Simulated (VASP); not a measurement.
Computed with PBE GGA with D3 dispersion (Becke-Johnson damping), VASP's PBE PAW potentials (set 64) (plane waves; VASP).

VASP ran on this input.

**INCAR**
```
# general
SYSTEM   =  GdN
PREC     =  Accurate
ENCUT    =  520   # plane-wave cut-off (eV)
LREAL    =  .FALSE.
LASPH    =  .TRUE.

# electronic loop
EDIFF    =  1E-7
NELM     =  100   # most electronic steps
ALGO     =  Normal   # blocked Davidson
LMAXMIX  =  6

# smearing
ISMEAR   =  1   # Methfessel-Paxton
SIGMA    =  0.1   # width (eV)

# functional
GGA      =  PE
IVDW     =  12   # D3, Becke-Johnson

# ions
ISIF     =  2

# output
LWAVE    =  .FALSE.
LCHARG   =  .FALSE.
```

**KPOINTS**
```
Automatic
0
Gamma
 13 13 13
0 0 0
```

File POSCAR:
```
GdN
1
    0.0000000000     2.4932118341     2.4932118341
    2.4932118341     0.0000000000     2.4932118341
    2.4932118341     2.4932118341     0.0000000000
Gd N
1 1
Direct
  0.0000000000   0.0000000000   0.0000000000
  0.5000000000   0.5000000000   0.5000000000
```

POTCAR, in this order: Gd_3 N (PBE.64 set). Program: vasp_std.

The resulting files:

**OSZICAR**
```
       N       E                     dE             d eps       ncg     rms          rms(c)
DAV:   1     0.453244242500E+02    0.45324E+02   -0.68430E+03  1848   0.118E+03
DAV:   2    -0.155380118118E+02   -0.60862E+02   -0.56505E+02  2557   0.237E+02
DAV:   3    -0.184443968223E+02   -0.29064E+01   -0.28121E+01  2363   0.419E+01
DAV:   4    -0.184851940830E+02   -0.40797E-01   -0.40733E-01  2352   0.473E+00
DAV:   5    -0.184858201231E+02   -0.62604E-03   -0.62583E-03  2447   0.471E-01    0.266E+01
DAV:   6    -0.163676308041E+02    0.21182E+01   -0.19186E+01  2162   0.264E+01    0.245E+01
DAV:   7    -0.161674966794E+02    0.20013E+00   -0.14747E+00  2143   0.796E+00    0.169E+01
DAV:   8    -0.161700360571E+02   -0.25394E-02   -0.12618E-01  2052   0.372E+00    0.584E+00
DAV:   9    -0.161650501208E+02    0.49859E-02   -0.17039E-02  2295   0.105E+00    0.549E-01
DAV:  10    -0.161652974700E+02   -0.24735E-03   -0.50612E-04  2566   0.224E-01    0.401E-01
DAV:  11    -0.161652849441E+02    0.12526E-04   -0.10350E-04  2261   0.806E-02    0.200E-02
DAV:  12    -0.161652855320E+02   -0.58792E-06   -0.44573E-06  2305   0.213E-02    0.803E-03
DAV:  13    -0.161652855213E+02    0.10687E-07   -0.85276E-07  2439   0.650E-03
   1 F= -.16926766E+02 E0= -.16926768E+02  d E =0.510540E-05
```

OUTCAR:
```
------------------------ aborting loop because EDIFF is reached ----------------------------------------
 Edisp (eV)   -0.76148
  FORCE on cell =-STRESS in cart. coord.  units (eV):
  Direction    XX          YY          ZZ          XY          YZ          ZX
  --------------------------------------------------------------------------------------
  Total      -0.89181    -0.89181    -0.89181    -0.00000    -0.00000     0.00000
  in kB     -46.09741   -46.09741   -46.09741    -0.00000    -0.00000     0.00000
  external pressure =      -46.10 kB  Pullay stress =        0.00 kB
  volume of cell :       31.00
      direct lattice vectors                 reciprocal lattice vectors
     0.000000000  2.493211834  2.493211834    -0.200544532  0.200544532  0.200544532
     2.493211834  0.000000000  2.493211834     0.200544532 -0.200544532  0.200544532
     2.493211834  2.493211834  0.000000000     0.200544532  0.200544532 -0.200544532
 POSITION                                       TOTAL-FORCE (eV/Angst)
 -----------------------------------------------------------------------------------
      0.00000      0.00000      0.00000         0.000000      0.000000      0.000000
      2.49321      2.49321      2.49321        -0.000000      0.000000     -0.000000
 -----------------------------------------------------------------------------------
    total drift:                                0.000000      0.000000      0.000000
  FREE ENERGIE OF THE ION-ELECTRON SYSTEM (eV)
  ---------------------------------------------------
  free  energy   TOTEN  =       -16.9267659601 eV

  energy  without entropy=      -16.9267710655  energy(sigma->0) =      -16.92676766
```
(Selected blocks of OUTCAR.)

### OUTCAR
```
 val. band max:        3.8341994901   @ k =   0.0769   0.0769   0.0000

 cond. band min:       3.9548222894   @ k =   0.0000   0.0000   0.0000


 Fermi energy:         3.9401345670

 k-point     1 :       0.0000    0.0000    0.0000
  band No.  band energies     occupation
      1     -15.8498      2.00000
      2     -15.8498      2.00000
      3     -15.8498      2.00000
      4      -8.8872      2.00000
      5       3.9548      0.75435
      6       3.9548      0.75435
      7       3.9548      0.75434
      8       6.9468      0.00000
      9       6.9468      0.00000
     10       6.9468      0.00000
     11       7.6112      0.00000

 k-point     2 :       0.0769    0.0000    0.0000
  band No.  band energies     occupation
      1     -15.9365      2.00000
      2     -15.8554      2.00000
      3     -15.8554      2.00000
      4      -8.7720      2.00000
      5       3.5470      2.00000
      6       3.7363      2.01412
      7       3.7363      2.01412
      8       6.9937      0.00000
      9       7.1007      0.00000
     10       7.1007      0.00000
     11       7.9988      0.00000

 k-point     3 :       0.1538    0.0000    0.0000
  band No.  band energies     occupation
      1     -16.1645      2.00000
      2     -15.8708      2.00000
      3     -15.8708      2.00000
      4      -8.4629      2.00000
      5       2.6778      2.00000
      6       3.2349      2.00000
      7       3.2349      2.00000
      8       7.1117      0.00000
      9       7.5247      0.00000
     10       7.5247      0.00000
     11       8.8973      0.00000

 k-point     4 :       0.2308    0.0000    0.0000
  band No.  band energies     occupation
      1     -16.4604      2.00000
      2     -15.8925      2.00000
      3     -15.8925      2.00000
      4      -8.0452      2.00000
      5       1.7382      2.00000
      6       2.6785      2.00000
      7       2.6785      2.00000
      8       7.3950      0.00000
      9       8.1650      0.00000
...
```

The 4f electrons are frozen in the core of the lanthanide potential, so 4f levels, which can set the real gap, and their magnetism are missing.

The compound is GdN in the rock salt structure. This cell is one point of a volume scan, at 1.03 of the reference volume.
